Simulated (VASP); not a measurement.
Input:

```
CELL_PARAMETERS angstrom
      2.62600     0.00000     0.00000
      0.00000     2.62600     0.00000
      0.00000     0.00000     2.62600
ATOMIC_POSITIONS crystal
  Ag 0.00000 0.00000 0.00000
  F  0.50000 0.50000 0.50000
```

Method: PBEsol GGA, VASP's PBE PAW potentials (set 64) (plane waves; VASP). Settings: 520 eV cut-off, 9×9×9 Γ-centred mesh, Gaussian smearing of 0.050 eV, potentials Ag F.

Energy and stress use the plane-wave basis of the starting cell.

**Question.** The ions, cell shape and volume are relaxed. Which structure does the run end with?

**Answer.** 
```
CELL_PARAMETERS angstrom
      2.91269     0.00000     0.00000
      0.00000     2.91269     0.00000
      0.00000     0.00000     2.91269
ATOMIC_POSITIONS crystal
  Ag 0.00000 0.00000 0.00000
  F  0.50000 0.50000 0.50000
```
Space group Pm-3m (221), at a tolerance of 0.03 Å.

**Question.** How do energy and volume change from the first to the last step?

**Answer.** The energy (σ→0) changes by -692.4 meV/atom and the volume by +36.5 %, in 5 ionic steps.

The structure was generated: AgF was put into the CsCl type type (Pm-3m), which need not be its known phase. This run relaxes it. Symmetry was kept, so distortions that lower it aren't found.
